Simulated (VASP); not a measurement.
OSZICAR of a VASP run on Rb (bcc):

OSZICAR:
```
       N       E                     dE             d eps       ncg     rms          rms(c)
DAV:   1     0.468269749931E+02    0.46827E+02   -0.32357E+03   464   0.773E+02
DAV:   2     0.164137478716E+01   -0.45186E+02   -0.44406E+02   504   0.131E+02
DAV:   3    -0.941711874115E+00   -0.25831E+01   -0.25831E+01   624   0.382E+01
DAV:   4    -0.101418027141E+01   -0.72468E-01   -0.72463E-01   712   0.526E+00
DAV:   5    -0.101646445875E+01   -0.22842E-02   -0.22842E-02   696   0.572E-01    0.112E+00
DAV:   6    -0.101615975248E+01    0.30471E-03   -0.21269E-03   728   0.313E-01    0.678E-01
DAV:   7    -0.101648385248E+01   -0.32410E-03   -0.40005E-03   696   0.429E-01    0.504E-02
DAV:   8    -0.101656287793E+01   -0.79025E-04   -0.15868E-04   616   0.134E-01    0.124E-02
DAV:   9    -0.101656652358E+01   -0.36457E-05   -0.61410E-06   832   0.195E-02    0.515E-03
DAV:  10    -0.101656679577E+01   -0.27219E-06   -0.14498E-06   520   0.838E-03
   1 F= -.10165668E+01 E0= -.10160813E+01  d E =-.101657E+01
       N       E                     dE             d eps       ncg     rms          rms(c)
DAV:   1    -0.102132597866E+01   -0.47595E-02   -0.10388E-01   480   0.242E+00    0.301E-01
DAV:   2    -0.101804979265E+01    0.32762E-02   -0.77831E-03   472   0.748E-01    0.148E-01
DAV:   3    -0.101701883689E+01    0.10310E-02   -0.55394E-03   704   0.469E-01    0.309E-02
DAV:   4    -0.101703555957E+01   -0.16723E-04   -0.85375E-05   552   0.905E-02    0.174E-02
DAV:   5    -0.101706046989E+01   -0.24910E-04   -0.15249E-05   800   0.461E-02    0.107E-02
DAV:   6    -0.101706293596E+01   -0.24661E-05   -0.30107E-06   640   0.177E-02    0.230E-03
DAV:   7    -0.101706258760E+01    0.34836E-06   -0.16641E-07   304   0.512E-03
   2 F= -.10170626E+01 E0= -.10165738E+01  d E =-.495792E-03
       N       E                     dE             d eps       ncg     rms          rms(c)
DAV:   1    -0.103463726797E+01   -0.17574E-01   -0.41183E-01   480   0.482E+00    0.600E-01
DAV:   2    -0.102156003405E+01    0.13077E-01   -0.30789E-02   480   0.150E+00    0.294E-01
DAV:   3    -0.101752680714E+01    0.40332E-02   -0.21725E-02   696   0.927E-01    0.602E-02
DAV:   4    -0.101759006365E+01   -0.63257E-04   -0.32273E-04   552   0.181E-01    0.343E-02
DAV:   5    -0.101768108297E+01   -0.91019E-04   -0.62220E-05   784   0.922E-02    0.211E-02
DAV:   6    -0.101768790977E+01   -0.68268E-05   -0.12084E-05   816   0.353E-02    0.419E-03
DAV:   7    -0.101768738025E+01    0.52951E-06   -0.47602E-07   296   0.890E-03
   3 F= -.10176874E+01 E0= -.10171913E+01  d E =-.112058E-02
       N       E                     dE             d eps       ncg     rms          rms(c)
DAV:   1    -0.108738064013E+01   -0.69693E-01   -0.16916E+00   472   0.978E+00    0.122E+00
DAV:   2    -0.103290862773E+01    0.54472E-01   -0.12557E-01   464   0.305E+00    0.592E-01
DAV:   3    -0.101677855792E+01    0.16130E-01   -0.87762E-02   696   0.186E+00    0.118E-01
DAV:   4    -0.101704448713E+01   -0.26593E-03   -0.12313E-03   528   0.363E-01    0.682E-02
DAV:   5    -0.101741778401E+01   -0.37330E-03   -0.31044E-04   760   0.202E-01    0.416E-02
DAV:   6    -0.101742977445E+01   -0.11990E-04   -0.38966E-05   840   0.649E-02    0.474E-03
DAV:   7    -0.101743047929E+01   -0.70484E-06   -0.40620E-06   624   0.233E-02
   4 F= -.10174305E+01 E0= -.10169162E+01  d E =-.863684E-03
       N       E                     dE             d eps       ncg     rms          rms(c)
DAV:   1    -0.104546051893E+01   -0.28031E-01   -0.67789E-01   464   0.617E+00    0.763E-01
DAV:   2    -0.102459666917E+01    0.20864E-01   -0.51891E-02   464   0.191E+00    0.385E-01
DAV:   3    -0.101763785525E+01    0.69588E-02   -0.37497E-02   680   0.123E+00    0.837E-02
DAV:   4    -0.101770853402E+01   -0.70679E-04   -0.66196E-04   520   0.249E-01    0.464E-02
DAV:   5    -0.101782627798E+01   -0.11774E-03   -0.82197E-05   832   0.112E-01    0.288E-02
DAV:   6    -0.101783196068E+01   -0.56827E-05   -0.29007E-05   784   0.510E-02    0.853E-03
DAV:   7    -0.101783332507E+01   -0.13644E-05   -0.64728E-07   352   0.101E-02    0.909E-04
DAV:   8    -0.101783326735E+01    0.57717E-07   -0.72777E-08   272   0.229E-03
   5 F= -.10178333E+01 E0= -.10173312E+01  d E =-.126647E-02
```

Question: Which electronic solver shows in the log?

Answer: It is blocked Davidson (ALGO = Normal, or the opening steps of other solvers). The INCAR had ALGO = Normal.

Question: Can the final energy be trusted as converged?

Answer: Self-consistency was reached. It stopped with EDIFF = 1E-6, NELM = 100, NSW = 60 and EDIFFG = -0.01 after 5 ionic steps (PBEsol GGA, plane waves, VASP's PBE PAW potentials (set 64)). Energy and stress use the plane-wave basis of the starting cell.

The compound is Rb in the bcc structure. This run relaxes it. Symmetry was kept, so distortions that lower it aren't found.
